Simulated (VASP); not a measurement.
Computed with r2SCAN+rVV10, VASP's PBE PAW potentials (set 64) (plane waves; VASP).

VASP ran on this input.

INCAR:
```
SYSTEM  =  ZrS2
PREC  =  Accurate; ENCUT  =  520; LREAL  =  .FALSE.
LASPH  =  .TRUE.
EDIFF  =  1E-7; NELM  =  100; ALGO  =  Normal
LMAXMIX  =  4; LMIXTAU  =  .TRUE.
ISMEAR  =  -5
METAGGA  =  R2SCAN; LUSE_VDW  =  .TRUE.; BPARAM  =  11.95
CPARAM  =  0.0093
ISIF  =  2
LWAVE  =  .FALSE.; LCHARG  =  .FALSE.; LORBIT  =  11
NEDOS  =  601
LEFG  =  .TRUE.
```

**POSCAR**
```
ZrS2
1.0
  1.8383725324  -3.1841546518   0.0000000000
  1.8383725324   3.1841546518   0.0000000000
  0.0000000000   0.0000000000   5.8716067232
Zr S
1 2
Direct
  0.0000000000   0.0000000000   0.0000000000
  0.3333330000   0.6666670000   0.2455486660
  0.6666670000   0.3333330000   0.7544513340
```

KPOINTS_OPT:
```
k-points along high-symmetry lines
6
Line-mode
Reciprocal
  0.000000   0.000000   0.000000 ! GAMMA
  0.500000  -0.000000   0.000000 ! M

  0.500000  -0.000000   0.000000 ! M
  0.333333   0.333333   0.000000 ! K

  0.333333   0.333333   0.000000 ! K
  0.000000   0.000000   0.000000 ! GAMMA

  0.000000   0.000000   0.000000 ! GAMMA
  0.000000   0.000000   0.500000 ! A

  0.000000   0.000000   0.500000 ! A
  0.500000  -0.000000   0.500000 ! L

  0.500000  -0.000000   0.500000 ! L
  0.333333   0.333333   0.500000 ! H

  0.333333   0.333333   0.500000 ! H
  0.000000   0.000000   0.500000 ! A

  0.500000  -0.000000   0.500000 ! L
  0.500000  -0.000000   0.000000 ! M

  0.333333   0.333333   0.500000 ! H
  0.333333   0.333333   0.000000 ! K
```

### KPOINTS
```
Regular mesh
0
Gamma
 8 8 4
0 0 0
```

POTCAR, in this order: Zr_sv S (PBE.64 set). Program: vasp_std.

The path is coarsely sampled, so an indirect gap can come out somewhat too large.

Q: Predict the energy per atom (σ→0), band gap (over mesh and band path).

A: 
- energy per atom (σ→0) = -14.549 eV/atom
- band gap (over mesh and band path) = 1.18 eV

OSZICAR:
```
...
DAV:  23    -0.436466023930E+02    0.21660E-05   -0.57593E-08   680   0.274E-03    0.472E-04
DAV:  24    -0.436466018151E+02    0.57793E-06   -0.92653E-09   680   0.937E-04    0.353E-04
DAV:  25    -0.436466019955E+02   -0.18046E-06   -0.14883E-09   680   0.328E-04    0.203E-04
DAV:  26    -0.436466021356E+02   -0.14002E-06   -0.15122E-09   656   0.323E-04    0.123E-04
DAV:  27    -0.436466020392E+02    0.96346E-07   -0.45351E-10   664   0.186E-04
   1 F= -.43646602E+02 E0= -.43646602E+02  d E =0.000000E+00
       N       E                     dE             ncg
       N       E                     dE             ncg
```

The compound is ZrS2 in the 1T layered structure. It was relaxed first.
